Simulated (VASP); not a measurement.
# BBi in VASP: one cell, several levels of theory

BBi in the rocksalt structure is computed at one geometry. Runs: PBE, r2SCAN, LDA, PBEsol, PBE+SOC. The results are then set beside those of Ansatz 0.2.0 for the same cell. This is a trial cell built on a prototype, not taken from a measured structure, and it needn't be the compound's ground state.

Program: VASP 6.6.1. PAW datasets, plane waves. Spin-unpolarised throughout. Whether this structure exists isn't addressed.

**1. The cell**

The cell comes from an earlier relaxation with r2SCAN in another program.

Space group Fm-3m (No. 225), cubic; a = 5.254 Å in the conventional setting, 18.13 Å³ an atom. Around B lie 6 Bi at 2.63 Å; around Bi lie 6 B at 2.63 Å.

As a file:

```
CELL_PARAMETERS angstrom
0.00000 2.62683 2.62683
2.62683 0.00000 2.62683
2.62683 2.62683 0.00000
ATOMIC_POSITIONS crystal
B 0.00000 0.00000 0.00000
Bi 0.50000 0.50000 0.50000
```

**2. PBE at this geometry**

Input file INCAR:

```
ENCUT = 520.000000
SIGMA = 0.020000
EDIFF = 1.00e-07
GGA = PE
PREC = Accurate
IBRION = -1
ISIF = 2
ISMEAR = -1
NBANDS = 16
NELM = 120
NSW = 0
LASPH = .TRUE.
LCHARG = .FALSE.
LWAVE = .FALSE.
LREAL = .FALSE.
```

Input file KPOINTS:

```
KPOINTS created by Atomic Simulation Environment
0
Gamma
8 8 8
0 0 0
```

Input file KPOINTS_OPT:

```
special points
7
Reciprocal
0.0000000000 0.0000000000 0.0000000000 1
0.5000000000 0.0000000000 0.5000000000 1
0.5000000000 0.2500000000 0.7500000000 1
0.3750000000 0.3750000000 0.7500000000 1
0.5000000000 0.5000000000 0.5000000000 1
0.6250000000 0.2500000000 0.6250000000 1
0.1875000000 0.1875000000 0.3750000000 1
```

Input file POSCAR:

```
B  Bi
 1.0000000000000000
    -0.0000000000000000    2.6268329117435112    2.6268329117435112
     2.6268329117435112   -0.0000000000000000    2.6268329117435112
     2.6268329117435112    2.6268329117435112   -0.0000000000000000
 B   Bi
   1   1
Cartesian
 -0.0000000000000000  0.0000000000000000  0.0000000000000000
  2.6268329117435107  2.6268329117435107  2.6268329117435107
```

Potentials: the recommended PBE PAW datasets, 18 valence electrons in the neutral cell.

**3. r2SCAN at this geometry**

Edit INCAR of step 2 so:

```diff
@@ -3,3 +3,4 @@
 EDIFF = 1.00e-07
-GGA = PE
+ALGO = Normal
+METAGGA = R2SCAN
 PREC = Accurate
```

KPOINTS is that of step 2.

KPOINTS_OPT is that of step 2.

POSCAR is that of step 2.

**4. LDA**

Edit INCAR of step 3 so:

```diff
@@ -3,4 +3,3 @@
 EDIFF = 1.00e-07
-ALGO = Normal
-METAGGA = R2SCAN
+GGA = CA
 PREC = Accurate
```

KPOINTS is that of step 3.

KPOINTS_OPT is that of step 3.

POSCAR is that of step 3.

Potentials: the recommended LDA PAW datasets, 18 valence electrons in the neutral cell.

**5. Single point with PBEsol**

Edit INCAR of step 4 so:

```diff
@@ -3,3 +3,3 @@
 EDIFF = 1.00e-07
-GGA = CA
+GGA = PS
 PREC = Accurate
```

KPOINTS is that of step 4.

KPOINTS_OPT is that of step 4.

POSCAR is that of step 4.

The run uses the recommended PBE PAW datasets (18 valence electrons a neutral cell).

**6. PBE+SOC at this geometry**

Input file INCAR:

```
ENCUT = 520.000000
SIGMA = 0.020000
EDIFF = 1.00e-07
GGA = PE
PREC = Accurate
IBRION = -1
ISIF = 2
ISMEAR = -1
NBANDS = 29
NELM = 120
NSW = 0
LASPH = .TRUE.
LCHARG = .FALSE.
LWAVE = .FALSE.
LSORBIT = .TRUE.
GGA_COMPAT = .FALSE.
LREAL = .FALSE.
MAGMOM = 0.0 0.0 0.0 0.0 0.0 0.0
```

KPOINTS is that of step 5.

KPOINTS_OPT is that of step 5.

POSCAR is that of step 5.

What does the calculation give? Wanted: for each run, gap; pressure; Ansatz: gap; Ansatz: pressure.

The runs gave:

| level | gap (eV) | pressure (GPa) | Ansatz: gap (eV) | Ansatz: pressure (GPa) |
| --- | --- | --- | --- | --- |
| PBE | -4.13 | 0.88 | -4.13 | 0.88 |
| r2SCAN | -4.42 | 0.05 | -4.41 | -0.04 |
| LDA | -4.16 | -4.27 | -4.16 | -4.36 |
| PBEsol | -4.18 | -2.44 | -4.17 | -2.47 |
| PBE+SOC | -3.78 | 1.81 | -3.75 | 1.86 |

A negative gap is an overlap of bands.

**Reading.** No gap over 0.02 eV opens at any of these levels. The PBE bands overlap with and without spin-orbit coupling. Leaving spin-orbit runs aside: At this one volume the pressure spans -4.3 GPa (LDA) to 0.9 GPa (PBE): PBE wants the largest cell and LDA the smallest. The two programs agree on the overlap of the bands within 0.03 eV, far less than the spread between functionals. Each program uses its own PAW datasets and cutoff. LDA means the Perdew–Zunger form in VASP and the Perdew–Wang form in Ansatz.
